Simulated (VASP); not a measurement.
Energy against volume of HfC (rock salt). All values below come from PBE GGA, VASP's PBE PAW potentials (set 64) (plane waves; VASP). Run with 520 eV cut-off, 14×14×14 Γ-centred mesh, first-order Methfessel-Paxton smearing of 0.10 eV, potentials Hf_pv C.

| V (Å³/atom) | E (eV/atom) |
|---|---|
| 12.170 | -10.51380 |
| 12.546 | -10.52262 |
| 12.923 | -10.51451 |
| 13.299 | -10.49185 |

**Question.** Fit these four points and predict the energy of the run at 11.793 Å³/atom.

**Answer.** A cubic in V^(−2/3), the third-order Birch-Murnaghan form, passes through the four points with V0 = 12.55 Å³/atom and B0 = 240 GPa, and gives -10.4853 eV/atom there. The run gave -10.4853 eV/atom, +0.0 meV/atom from the fit; all five points give B0 = 240 GPa.

The compound is HfC in the rock salt structure. It was relaxed first.
